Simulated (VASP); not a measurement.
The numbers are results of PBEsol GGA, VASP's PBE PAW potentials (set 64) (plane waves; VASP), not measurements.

VASP input:

POSCAR:
```
BAs
1.0
  0.0000000000   2.3900000000   2.3900000000
  2.3900000000   0.0000000000   2.3900000000
  2.3900000000   2.3900000000   0.0000000000
B As
1 1
Cartesian
  0.0000000000   0.0000000000   0.0000000000
  3.5850000000   3.5850000000   3.5850000000
```

KPOINTS:
```
K-points
0
G
 9 9 9
```

INCAR:
```
ISIF = 3
LMAXMIX = 4   # l cut-off of mixed one-centre charges
LCHARG = .FALSE.
GGA = PS   # PBEsol
LWAVE = .FALSE.
ENCUT = 530
LREAL = .FALSE.   # projection in real space or not
ALGO = Normal   # blocked Davidson
EDIFFG = -0.01
EDIFF = 1E-6   # SCF stop (eV)
IBRION = 2   # conjugate gradients
PREC = Accurate
NELM = 100   # most electronic steps
NSW = 60   # most ionic steps
SYSTEM = BAs
ISMEAR = 0
LASPH = .TRUE.   # aspherical one-centre terms
SIGMA = 0.05   # width (eV)
```

POTCAR, in this order: B As (PBE.64 set). Program: vasp_std.

### Question
What does the run give for the energy per atom (σ→0), volume per atom?

### Answer

| Item | Result |
|---|---|
| energy per atom (σ→0) | -6.102 eV/atom |
| volume per atom | 13.63 Å³/atom |

File OSZICAR:
```
...
DAV:   4    -0.122033693166E+02    0.69101E-06   -0.18554E-06   528   0.895E-03
   2 F= -.12203369E+02 E0= -.12203369E+02  d E =-.137073E-04
       N       E                     dE             d eps       ncg     rms          rms(c)
DAV:   1    -0.122033947451E+02   -0.24738E-04   -0.34627E-04   656   0.141E-01    0.192E-02
DAV:   2    -0.122033861928E+02    0.85523E-05   -0.13754E-05   568   0.229E-02    0.939E-03
DAV:   3    -0.122033832530E+02    0.29398E-05   -0.57883E-06   600   0.134E-02    0.259E-03
DAV:   4    -0.122033829668E+02    0.28616E-06   -0.30663E-07   288   0.369E-03
   3 F= -.12203383E+02 E0= -.12203383E+02  d E =-.273576E-04
```

The compound is BAs in the zinc blende structure. This run relaxes it. Symmetry was kept, so distortions that lower it aren't found.
